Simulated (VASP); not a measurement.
The system is GaSb.

```xyz
2
Lattice="0.0000 3.0574 3.0574 3.0574 0.0000 3.0574 3.0574 3.0574 0.0000" Properties=species:S:1:pos:R:3 pbc="T T T"
Ga    6.1148    6.1148    6.1148
Sb    1.5287    1.5287    1.5287
```

The cell was built by a generator and needn't be a form met in nature.

Base run:

| Quantity | Value |
| --- | --- |
| Program | VASP 6.6.1 |
| Functional | r2SCAN |
| Potentials or basis | VASP PAW PBE potentials, release 64 (Ga_d, Sb) |
| Cutoff | 520 eV |
| k mesh | 10 × 10 × 10 |
| Occupations | gaussian, width 0.03 eV |
| Spin | no spin polarisation |

Its results: pressure 0.5 GPa.

The run is repeated on the same cell with these changes: functional from r2SCAN to PBEsol; further incar settings from ALGO = Normal; EDIFF = 1e-06; NBANDS = 16 to ALGO = Fast; EDIFF = 1e-06; NBANDS = 16. What comes out?

Pressure 0.0 GPa.

Caveats: the PAW data sets were made with another functional, which shifts forces and pressure a little.
